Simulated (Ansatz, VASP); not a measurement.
## SiHg2: VASP beside Ansatz

Aim: how closely do two programs agree when they are given the same cell, functional and k mesh? The cell is generated by rule, not measured, and may not be a known phase. The cell is taken from a series of runs on this material, whose earlier steps may have relaxed, scaled, displaced or heated it; both programs get it as it stands.

Calculated with Ansatz 0.2.0; plane waves, with VASP 6.6.1 beside it; PBEsol.

The structure was built from a prototype and need not be the compound's stable phase.

### 1. Set-up

It takes space group Fm-3m (No. 225, cubic). The conventional cell has a = 6.427 Å, b = 6.427 Å, c = 6.427 Å, α = 90.00°, β = 90.00°, γ = 90.00°. Nearest to Si lie 8 Hg at 2.78 Å. Hg has 4 Si at 2.78 Å nearest. Farther neighbours are not listed.

### 2. Ansatz: relaxation of cell and atoms, PBEsol

Ansatz runs on its default PAW (the set named soft_2) files.

The relaxed volume is the usual yardstick between codes: in a stiff, nearly cubic crystal its relative difference is about their pressure difference at one cell divided by the bulk modulus.

Contents of input.yaml:

```yaml
crystal:
  lattice:
    - [0.0, 3.2133606144, 3.2133606144]
    - [3.2133606144, 0.0, 3.2133606144]
    - [3.2133606144, 3.2133606144, 0.0]
  atoms:
    - { symbol: Si, position: [0.0, 0.0, 0.0] }
    - { symbol: Hg, position: [0.25, 0.25, 0.25] }
    - { symbol: Hg, position: [0.75, 0.75, 0.75] }
kpoints:
  mp_grid: { grid: [12, 12, 12] }
hamiltonian:
  xc: pbesol
scf:
  occupations: { method: methfessel_paxton, width: 0.15 }
output:
  forces: true
  stress: true
  eigenvalues: true
relax:
  adjacent_minimum: "off"
  f_tol: 0.001
  max_steps: 60
  cell: { stress_tol: 0.01 }
```

Run with:

```console
> ansatz run input.yaml --threads 4 --pin off --max-ram 7168MiB --backend cpu --events-out ev --progress --plain --runs-dir out
```

Numbers of over 12 decimals in the logs are rounded to 6 here.

The log of the run:

```text
Engine: ansatz 0.2.0, aarch64-unknown-linux-gnu
Pseudopotentials: kind: paw
Pseudopotential: Si, paw, valence charge 4, recommended cutoff 420 eV (normal), Si.paw.azcp
Pseudopotential: Hg, paw, valence charge 20, recommended cutoff 420 eV (normal), Hg.paw.azcp
Functional definition: PBEsol
  exchange = pbesol_x
  correlation = pbesol_c
Crystal: 3 atoms, lattice volume = 66.360 Å³
Basis set: ecut = 420 eV, 1291 PW (Γ), exchange–correlation on 64×64×64 points (8 copies of the dense FFT grid, shifted against one another)
Bands: 27, of which v1, the nominal top of the filled ones, is band 22 counted from 1 (21 counted from 0)
Symmetry: 48 space group operations
Space group: Fm-3m (ITA 225), of the structure as read, at distance tolerance 4.0e-5 Å
k-points: 72 of 1728
Non-local potential: Si, projectors of the file, l = 0: 2, l = 1: 2, l = 2: 2
Non-local potential: Hg, projectors of the file, l = 0: 3, l = 1: 2, l = 2: 2, l = 3: 1
PAW form: soft (Blöchl's): semilocal exchange-correlation on the pseudo side does not see the compensation charge
PAW frozen core: Si, regenerated for the run's functional, and the local potential with it (the file was generated under x = pbe(κ = 0.804, μ = 0.219515), c = pbe(β = 0.066725))
PAW frozen core: Hg, regenerated for the run's functional, and the local potential with it (the file was generated under x = pbe(κ = 0.804, μ = 0.219515), c = pbe(β = 0.066725))
PAW one-centre angular grid: Si, 110 points (default); XC on 64 Gauss nodes
PAW one-centre angular grid: Hg, 590 points (default); XC on 64 Gauss nodes
Initial density: superposition of atomic densities (neutral atoms: chi_scale 0, normalization atom), corrected by the library's trained network
Initial wavefunctions: pseudopotential atomic-orbital guess
Functional: x = pbesol(κ = 0.804, μ = 0.123457), c = pbesol(β = 0.046)
SCF iter   1: F=—  HF=-27956.717050 eV  |F-HF|=—  |Δ(HF+E_count)|=         —  Δρ=4.48e-3  dr2=1.96e-2  ethr=1.77e-3  ⟨swp⟩=5.1  Hψ=7678  notcnv=0
preconditioner: auto → Kerker (q_TF=auto, 2.548 Å⁻¹)  [metal: Δε(μ)=0.061 eV  Ē_g=10.356 eV  σ=0.150 eV  W_gap=0.33  n_scr=14 (ndim 8)  ℏωp=24.1 eV  f_vac=0.053  D(μ)=0.83/eV (n_scr^D=0)]
SCF iter   2: F=—  HF=-27956.714091 eV  |F-HF|=—  |Δ(HF+E_count)|=   2.96e-3  S|Δr|=    0.00e0  Δρ=2.52e-3  dr2=7.79e-3  ethr=4.47e-5  ⟨swp⟩=2.2  Hψ=3205  notcnv=0
SCF iter   3: F=—  HF=-27956.711644 eV  |F-HF|=—  |Δ(HF+E_count)|=   2.45e-3  S|Δr|=    0.00e0  Δρ=5.09e-4  dr2=4.73e-4  ethr=1.77e-5  ⟨swp⟩=2.0  Hψ=2596  notcnv=0
SCF iter   4: F=—  HF=-27956.711606 eV  |F-HF|=—  |Δ(HF+E_count)|=   3.77e-5  S|Δr|=    0.00e0  Δρ=2.48e-4  dr2=8.78e-5  ethr=1.08e-6  ⟨swp⟩=2.0  Hψ=2165  notcnv=0
SCF iter   5: F=—  HF=-27956.711663 eV  |F-HF|=—  |Δ(HF+E_count)|=   5.66e-5  S|Δr|=    0.00e0  Δρ=8.68e-5  dr2=9.62e-6  ethr=2.00e-7  ⟨swp⟩=2.0  Hψ=2589  notcnv=0
SCF iter   6: F=—  HF=-27956.711675 eV  |F-HF|=—  |Δ(HF+E_count)|=   1.24e-5  S|Δr|=    0.00e0  Δρ=1.79e-5  dr2=1.60e-7  ethr=2.19e-8  ⟨swp⟩=2.0  Hψ=2873  notcnv=0
SCF iter   7: F=-27956.711675 eV  HF=-27956.711675 eV  |F-HF|=2.42e-8  |Δ(HF+E_count)|=   3.92e-7  S|Δr|=    0.00e0  Δρ=4.79e-6  dr2=1.06e-8  ethr=2.27e-10  ⟨swp⟩=6.8  Hψ=7999  notcnv=0
SCF 1 converged in 7 iterations: F = -27956.711675 eV  dr2 = 1.06e-8
  greatest PAW one-centre occupation: 1.000 electrons in one spin orbital (limit 2), on the Hg atom at site 2 (counted from 0), in its partial waves of l = 0
relax step   1: F+E_penalty+E_count = -27956.71167546 eV  Δ(F+E_penalty+E_count) = +0.000e0 eV  max|allowed force component| = 8.481e-18 eV/Å  Δτ_max = 0.0000 Å  P = -0.007 GPa  Ω = 66.360 Å³  (7 SCF iters, dr2 threshold 1.00e-7 eV, accepted)
Initial density: handed on by an earlier stage of this run
Initial wavefunctions: pseudopotential atomic-orbital guess (no wavefunctions were taken with the density)
iter 1 solved again at ethr=2.76e-8 eV; its pass at ethr=3.10e-3 eV (dr2=1.21e-5 eV) is discarded
SCF iter   1: F=—  HF=-27956.711673 eV  |F-HF|=—  |Δ(HF+E_count)|=         —  Δρ=4.53e-6  dr2=9.55e-9  ethr=2.76e-8  ⟨swp⟩=3.6  Hψ=12976  notcnv=0
preconditioner: auto → Kerker (q_TF=auto, 2.548 Å⁻¹)  [metal: Δε(μ)=0.040 eV  Ē_g=10.361 eV  σ=0.150 eV  W_gap=0.22  n_scr=14 (ndim 8)  ℏωp=24.1 eV  f_vac=0.047  D(μ)=0.84/eV (n_scr^D=0)]
SCF iter   2: F=—  HF=-27956.711675 eV  |F-HF|=—  |Δ(HF+E_count)|=   1.96e-6  S|Δr|=    0.00e0  Δρ=2.87e-6  dr2=4.10e-9  ethr=2.17e-11  ⟨swp⟩=2.3  Hψ=3483  notcnv=0
SCF iter   3: F=—  HF=-27956.711675 eV  |F-HF|=—  |Δ(HF+E_count)|=   1.46e-8  S|Δr|=    0.00e0  Δρ=7.34e-7  dr2=3.94e-10  ethr=9.32e-12  ⟨swp⟩=2.0  Hψ=2929  notcnv=0
SCF iter   4: F=—  HF=-27956.711675 eV  |F-HF|=—  |Δ(HF+E_count)|=   1.13e-9  S|Δr|=    0.00e0  Δρ=3.70e-7  dr2=1.22e-10  ethr=1.00e-12  ⟨swp⟩=2.0  Hψ=2917  notcnv=0
SCF iter   5: F=—  HF=-27956.711675 eV  |F-HF|=—  |Δ(HF+E_count)|=  2.33e-10  S|Δr|=    0.00e0  Δρ=1.90e-7  dr2=3.45e-11  ethr=1.00e-12  ⟨swp⟩=2.0  Hψ=2769  notcnv=0
SCF iter   6: F=—  HF=-27956.711675 eV  |F-HF|=—  |Δ(HF+E_count)|=    0.00e0  S|Δr|=    0.00e0  Δρ=7.07e-8  dr2=4.33e-12  ethr=1.00e-12  ⟨swp⟩=1.0  Hψ=1946  notcnv=0
SCF iter   7: F=-27956.711675 eV  HF=-27956.711675 eV  |F-HF|=3.64e-12  |Δ(HF+E_count)|=    0.00e0  S|Δr|=    0.00e0  Δρ=1.71e-8  dr2=1.44e-13  ethr=1.00e-12  ⟨swp⟩=4.9  Hψ=6590  notcnv=0
SCF 2 converged in 7 iterations: F = -27956.711675 eV  dr2 = 1.44e-13
relax step   2: F+E_penalty+E_count = -27956.71167547 eV  Δ(F+E_penalty+E_count) = -5.475e-9 eV  max|allowed force component| = 1.079e-17 eV/Å  Δτ_max = 0.0000 Å  P = -0.006 GPa  Ω = 66.360 Å³  stress off target by 6.44e-3 GPa  SCF on the basis re-selected at this cell (its energy is not comparable with the rows above)  (7 SCF iters)
basis re-selected at this cell: Δ(F+E_penalty+E_count) = -5.475e-9 eV, ΔP = +0.000 GPa vs the last step (what re-selecting the basis moved, of the pressure what is left beyond the Pulay correction that the steps carried, after the strain that the cell walked since its last selection, with what the two solves' SCF thresholds leave and, on support functions, any second-order correction that the steps lacked; it is no m [...]
SCF converged after 7 iterations
Stability not checked: this state was not tested for a lower state beside it, because cold or Methfessel-Paxton smearing, or corrected tetrahedra, fill the levels in a way that the test cannot read (fill_not_monotonic; see scf.lower_state_search)
Free energy (F): -27956.711675 eV
Harris-Foulkes:  -27956.711675 eV  (|F-HF|=3.64e-12)
Internal energy: -27956.712741 eV  (E = F + TS)
E sigma→0 (E₀):  -27956.711942 eV
Entropy (-TS):   0.001065 eV (0.355 meV/atom)
Fermi energy:    12.714249 eV
--- Per-component energies (eV) ---
  E_band       = -850.539607
  E_kinetic    = 1246.834309
  E_local      = -5851.782890  (includes V_loc(G=0)·N_el)
  E_nonlocal   = 176.093256
  E_hartree    = 2518.582512
  E_xc         = -493.322695
  E_vxc        = -571.193544  (∫ρ·V_xc dr)
  E_paw        = -20098.360388  (= ΣΔE_a)
  E_vpaw       = -887.657551  (= ΣTr[D̂ρ^β])
  E_aug_tail   = 0.001807  (compensation charges beyond the density's cutoff)
  E_ewald      = -5455.447514
  E_core_change = 0.688863  (= ΣΔE_core)
  E_smearing   = 0.001065  (= −TS)
  E_closure    = 0.000000  (closes the sum)
  Σ components = -27956.711675   (vs F -27956.711675, Δ=0.00e0)
--- Forces (eV/Å), atoms counted from 1 ---
  atom   1  Si     0.00000000    -0.00000000     0.00000000
  atom   2  Hg    -0.00000000     0.00000000     0.00000000
  atom   3  Hg    -0.00000000     0.00000000     0.00000000
  max |Σ_I F_I| component: 3.24e-17 eV/Å
--- Stress (GPa, compression-positive) ---
       -0.006443       0.000000       0.000000
        0.000000      -0.006443       0.000000
        0.000000       0.000000      -0.006443
  P = ⅓ Tr σ = -0.0064 GPa (-0.064 kbar)
--- Band table (eV; the first three rows and the last of 72) ---
  k-point 0: bands = [... 18 lower, 6.5067, 12.4238, 14.0733, 14.0733, 14.0733, 14.1928, 14.5612, 14.5612, ... 1 higher]
  k-point 1: bands = [... 18 lower, 6.4611, 12.0668, 12.9251, 13.7863, 13.7863, 14.3940, 14.9084, 14.9084, ... 1 higher]
  k-point 2: bands = [... 18 lower, 6.3316, 10.8411, 12.3060, 13.4270, 13.4270, 15.0619, 15.4060, 15.4060, ... 1 higher]
  k-point 71: bands = [... 18 lower, 7.2118, 8.1361, 8.1361, 9.4246, 15.2887, 15.2887, 16.7049, 17.1861, ... 1 higher]
--- Relaxed structure (1 steps of the walk, 1 accepted, 1 SCFs on fresh bases) ---
  F+E_penalty+E_count = -27956.71167547 eV   max|allowed force component| = 1.079e-17 eV/Å   (the final SCF, on the basis selected at the relaxed cell)
  cell:  # Å, volume = 66.3603 Å³
    - [0.0, 3.2133606144, 3.2133606144]
    - [3.2133606144, 0.0, 3.2133606144]
    - [3.2133606144, 3.2133606144, 0.0]
  atoms:
    - { symbol: Si, position: [0.0, 0.0, 0.0] }
    - { symbol: Hg, position: [0.25, 0.25, 0.25] }
    - { symbol: Hg, position: [0.750000, 0.750000, 0.750000] }
```

The column dr2 measures how far the density is from self-consistency, as an energy; F and HF (Harris–Foulkes) agree once it is small.

### 3. VASP: relaxation of cell and atoms, PBEsol

The same cell, functional, mesh and smearing now go to VASP, with its own data sets.

Lines of VASP's logs that name or quote its potential files are left out, and so is its time.

Contents of INCAR:

```
SYSTEM = SiHg2
PREC = Accurate
ENCUT = 500
EDIFF = 1E-07
NELM = 120
ISMEAR = 1
SIGMA = 0.15
LREAL = .FALSE.
ALGO = Normal
GGA = PS
NBANDS = 20
LORBIT = 11
LWAVE = .FALSE.
LCHARG = .FALSE.
ISIF = 3
IBRION = 2
NSW = 80
EDIFFG = -0.005
LASPH = .TRUE.
GGA_COMPAT = .FALSE.
NELMIN = 4
KPAR = 2
```

Contents of POSCAR:

```
SiHg2
1.0
    0.0000000000      3.2133610000      3.2133610000
    3.2133610000      0.0000000000      3.2133610000
    3.2133610000      3.2133610000      0.0000000000
Si Hg
1 2
Direct
    0.0000000000      0.0000000000      0.0000000000
    0.2500000000      0.2500000000      0.2500000000
    0.7500000000      0.7500000000      0.7500000000
```

Contents of KPOINTS:

```
Automatic mesh
0
Gamma
12 12 12
0 0 0
```

The projector-augmented-wave data sets are Si and Hg (PBE family, release 64).

Run with:

```console
> mpirun -np 2 vasp_std
```

The log of the run:

```text
[banner, memory and clock lines left out]
running    2 mpi-ranks, on    1 nodes
 distrk:  each k-point on    1 cores,    2 groups
 distr:  one band on    1 cores,    1 groups

 POSCAR found type information on POSCAR SiHg
 POSCAR found :  2 types and       3 ions
|                                                                             |
|               ----> ADVICE to this user running VASP <----                  |
|                                                                             |
|     You enforced a specific xc type in the INCAR file but a different       |
|     [... a line on the potential file left out ...]
|     I HOPE YOU KNOW WHAT YOU ARE DOING!                                     |
|                                                                             |

 LDA part: xc-table for (Slater+PW92), standard interpolation
 POSCAR, INCAR and KPOINTS ok, starting setup
 FFT: planning ... GRIDC
 FFT: planning ... GRID_SOFT
 FFT: planning ... GRID
 WAVECAR not read
 entering main loop
       N       E                     dE             d eps       ncg     rms          rms(c)
DAV:   1     0.186686638899E+03    0.18669E+03   -0.13380E+04  2880   0.125E+03
DAV:   2    -0.830368379164E+00   -0.18752E+03   -0.18051E+03  3044   0.316E+02
DAV:   3    -0.652173019503E+01   -0.56914E+01   -0.56376E+01  3464   0.574E+01
DAV:   4    -0.654967871015E+01   -0.27949E-01   -0.27936E-01  3080   0.373E+00
DAV:   5    -0.654989399517E+01   -0.21529E-03   -0.21528E-03  3308   0.346E-01    0.825E+00
DAV:   6    -0.608113004286E+01    0.46876E+00   -0.12217E+00  3416   0.124E+01    0.643E+00
DAV:   7    -0.606410184445E+01    0.17028E-01   -0.13177E-01  3076   0.235E+00    0.329E+00
DAV:   8    -0.605786894232E+01    0.62329E-02   -0.11466E-02  3072   0.120E+00    0.166E-01
DAV:   9    -0.605757888981E+01    0.29005E-03   -0.14321E-03  3252   0.443E-01    0.553E-02
DAV:  10    -0.605758438179E+01   -0.54920E-05   -0.71187E-05  3248   0.697E-02    0.326E-02
DAV:  11    -0.605758871146E+01   -0.43297E-05   -0.41679E-05  3284   0.609E-02    0.122E-02
DAV:  12    -0.605758671643E+01    0.19950E-05   -0.60495E-06  3284   0.248E-02    0.365E-03
DAV:  13    -0.605758674146E+01   -0.25029E-07   -0.29856E-07  2880   0.263E-03
   1 F= -.60575867E+01 E0= -.60579526E+01  d E =-.605759E+01
 curvature:   0.00 expect dE= 0.000E+00 dE for cont linesearch  0.000E+00
 trial: gam= 0.00000 g(F)=  0.176E-51 g(S)=  0.793E-03 ort = 0.000E+00 (trialstep = 0.100E+01)
 search vector abs. value=  0.793E-03
 bond charge predicted
       N       E                     dE             d eps       ncg     rms          rms(c)
DAV:   1    -0.606945736838E+01   -0.11871E-01   -0.22400E-01  3124   0.521E+00    0.768E-01
DAV:   2    -0.605877094359E+01    0.10686E-01   -0.28961E-02  3080   0.214E+00    0.264E-01
DAV:   3    -0.605807428865E+01    0.69665E-03   -0.21396E-03  3024   0.423E-01    0.256E-01
DAV:   4    -0.605794575737E+01    0.12853E-03   -0.45285E-04  3152   0.149E-01    0.321E-02
DAV:   5    -0.605792294359E+01    0.22814E-04   -0.55918E-05  3036   0.826E-02    0.857E-03
DAV:   6    -0.605792041916E+01    0.25244E-05   -0.11682E-05  3152   0.185E-02    0.421E-03
DAV:   7    -0.605792018144E+01    0.23771E-06   -0.15814E-06  3264   0.125E-02    0.171E-03
DAV:   8    -0.605792016717E+01    0.14279E-07   -0.15538E-07  2296   0.382E-03
   2 F= -.60579202E+01 E0= -.60582870E+01  d E =-.333426E-03
 trial-energy change:   -0.000333  1 .order   -0.000309   -0.000793    0.000175
 step:   0.8394(harm=  0.8190)  dis= 0.00000  next Energy=    -6.057934 (dE=-0.347E-03)
 bond charge predicted
       N       E                     dE             d eps       ncg     rms          rms(c)
DAV:   1    -0.605823131775E+01   -0.31114E-03   -0.57524E-03  3120   0.833E-01    0.121E-01
DAV:   2    -0.605795300498E+01    0.27831E-03   -0.75491E-04  3076   0.345E-01    0.408E-02
DAV:   3    -0.605793607019E+01    0.16935E-04   -0.55173E-05  3020   0.671E-02    0.397E-02
DAV:   4    -0.605793480470E+01    0.12655E-05   -0.12144E-05  3148   0.246E-02    0.582E-03
DAV:   5    -0.605793411928E+01    0.68542E-06   -0.19259E-06  3044   0.153E-02    0.180E-03
DAV:   6    -0.605793430043E+01   -0.18115E-06   -0.27719E-07  2408   0.330E-03    0.681E-04
DAV:   7    -0.605793431595E+01   -0.15521E-07   -0.28399E-08  1528   0.171E-03
   3 F= -.60579343E+01 E0= -.60583010E+01  d E =-.347574E-03
 curvature:  -0.40 expect dE=-0.482E-09 dE for cont linesearch -0.482E-09
 trial: gam= 0.00000 g(F)=  0.305E-52 g(S)=  0.119E-08 ort =-0.972E-06 (trialstep = 0.968E+00)
 search vector abs. value=  0.129E-08
 reached required accuracy - stopping structural energy minimisation
```

OUTCAR, selected parts (step 3):

```text
ion  position               nearest neighbor table
   1  0.000  0.000  0.000-   2 2.78   3 2.78   3 2.78   3 2.78   3 2.78   2 2.78   2 2.78   2 2.78

  LATTYP: Found a face centered cubic cell.
 ALAT       =     6.4267220000

 Subroutine GETGRP returns: Found 48 space group operations
 (whereof 48 operations were pure point group operations)

The static configuration has the point symmetry O_h .

 Found     72 irreducible k-points:

   k-points           NKPTS =     72   k-points in BZ     NKDIM =     72   number of bands    NBANDS=     20

   dimension x,y,z NGX =    36 NGY =   36 NGZ =   36
   dimension x,y,z NGXF=    72 NGYF=   72 NGZF=   72

   ENCUT  =  500.0 eV  36.75 Ry    6.06 a.u.   8.29  8.29  8.29*2*pi/ulx,y,z

   NELECT =      28.0000    total number of electrons

 k-points in reciprocal lattice and weights: Automatic mesh
   0.00000000  0.00000000  0.00000000       0.001
   0.08333333  0.00000000  0.00000000       0.005
   0.16666667  0.00000000  0.00000000       0.005
   0.25000000  0.00000000  0.00000000       0.005
   0.33333333  0.00000000  0.00000000       0.005
   0.41666667  0.00000000  0.00000000       0.005
   0.50000000  0.00000000  0.00000000       0.002
   0.08333333  0.08333333  0.00000000       0.003
   0.16666667  0.08333333  0.00000000       0.014
[...]
-0.33333333  0.50000000  0.16666667       0.007
  -0.25000000  0.50000000  0.25000000       0.003

 average (electrostatic) potential at core
       1 -85.9291       2 -39.6908       3 -39.6908

 E-fermi :   3.9383

 k-point     1 :       0.0000    0.0000    0.0000
  band No.  band energies     occupation
    ...
      8      -2.8132      2.00000
      9      -2.8132      2.00000
     10      -2.2608      2.00000
     11      -2.2608      2.00000
     12       3.6596      2.02462
     13       5.3065     -0.00000
     14       5.3065     -0.00000
     15       5.3065     -0.00000
     16       5.3681     -0.00000
     17       5.8056     -0.00000
    ...

 k-point     2 :       0.0833    0.0000    0.0000
  band No.  band energies     occupation
    ...
      8      -2.8309      2.00000
      9      -2.8309      2.00000
     10      -2.3057      2.00000
     11      -2.3057      2.00000
     12       3.2963      2.00000
     13       4.1453     -0.06496
     14       5.0196     -0.00000
     15       5.0196     -0.00000
     16       5.6126     -0.00000
     17       6.1521     -0.00000
    ...

 k-point     3 :       0.1667    0.0000    0.0000
  band No.  band energies     occupation
    ...
      9      -2.8839      2.00000
     10      -2.4332      2.00000
     11      -2.4332      2.00000
     12       2.0672      2.00000
     13       3.5285      2.00077
     14       4.6582     -0.00000
     15       4.6582     -0.00000
     16       6.2851     -0.00000
     17       6.6491     -0.00000
     18       6.6491     -0.00000
    ...

  Total       -0.0001572     -0.0001572     -0.0001572      0.0000000      0.0000000      0.0000000
  in kB       -0.0037756     -0.0037756     -0.0037756      0.0000000      0.0000000      0.0000000
  external PRESSURE =      -0.0037756 kB  Pullay stress =       0.0000000 kB

  energy-cutoff  :      500.00
  volume of cell :       66.71
      direct lattice vectors                 reciprocal lattice vectors
     0.000000000  3.218923114  3.218923114    -0.155331452  0.155331452  0.155331452
     3.218923114  0.000000000  3.218923114     0.155331452 -0.155331452  0.155331452
     3.218923114  3.218923114 -0.000000000     0.155331452  0.155331452 -0.155331452

 POSITION                                       TOTAL-FORCE (eV/Angst)
 -----------------------------------------------------------------------------------
      0.00000      0.00000      0.00000        -0.000000      0.000000      0.000000
      1.60946      1.60946      1.60946         0.000000     -0.000000     -0.000000
      4.82838      4.82838      4.82838        -0.000000     -0.000000     -0.000000
 -----------------------------------------------------------------------------------
    total drift:                                0.000000      0.000000      0.000000

  FREE ENERGIE OF THE ION-ELECTRON SYSTEM (eV)
  ---------------------------------------------------
  free  energy   TOTEN  =        -6.0579343160 eV

  energy  without entropy=       -6.0590344885  energy(sigma->0) =       -6.05830104

 reached required accuracy - stopping structural energy minimisation

 total charge
# of ion       s       p       d       tot
------------------------------------------
    1        0.841   0.699   0.000   1.540
    2        0.843   0.378   9.295  10.515
    3        0.843   0.378   9.295  10.515
--------------------------------------------------
tot          2.527   1.454  18.589  22.571

[... 3 further parts left out ...]
```

CONTCAR:

```
SiHg2
   1.00000000000000
     0.0000000000000000    3.2189231144893400    3.2189231144893400
     3.2189231144893400    0.0000000000000000    3.2189231144893400
     3.2189231144893400    3.2189231144893400   -0.0000000000000000
  Si              Hg
     1     2
Direct
     0.0000000000000000    0.0000000000000000    0.0000000000000000
     0.2500000000000000    0.2500000000000000    0.2500000000000000
     0.7500000000000000    0.7500000000000000    0.7500000000000000
```

[end of part 1 of 2]

[Lines on the potential files, build, host, timing and source positions are cut from VASP's logs without a mark.]

[Logs are printed without paths, hosts, clocks, repeated set-up lines and the standing remarks that a program may print on its own settings, such as how far it seeks lower states.]

[Hosts, paths, dates, database ids (printed as entryN), source tags and the programs' standing remarks are cut or masked in the printed files.]
